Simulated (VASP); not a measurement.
Given:

```
CSi
1.0
    1.57080    -2.72071     0.00000
    1.57080     2.72071     0.00000
    0.00000     0.00000     5.15100
Si C
2 2
Direct
  0.66667   0.33333   0.50000
  0.33333   0.66667   0.00000
  0.66667   0.33333   0.87500
  0.33333   0.66667   0.37500
```

Calculation: PBE GGA, VASP's PBE PAW potentials (set 64) (plane waves; VASP 6.6.1). Settings: 520 eV cut-off, 7×7×4 Γ-centred mesh, first-order Methfessel-Paxton smearing of 0.010 eV, potentials Si C.

Problem. Predict the energy per atom (σ→0), pressure.

Solution. 
| Item | Value |
|---|---|
| energy per atom (σ→0) | -7.512 eV/atom |
| pressure | -9.15 GPa |

Only differences to runs with the same potentials and settings are physical.

The compound is SiC in the wurtzite structure, the rare 2H polytype. The cell was not relaxed at this level. The run is one of a series of settings (ISMEAR = 1, SIGMA = 0.01 against the base run), some of them coarse on purpose.
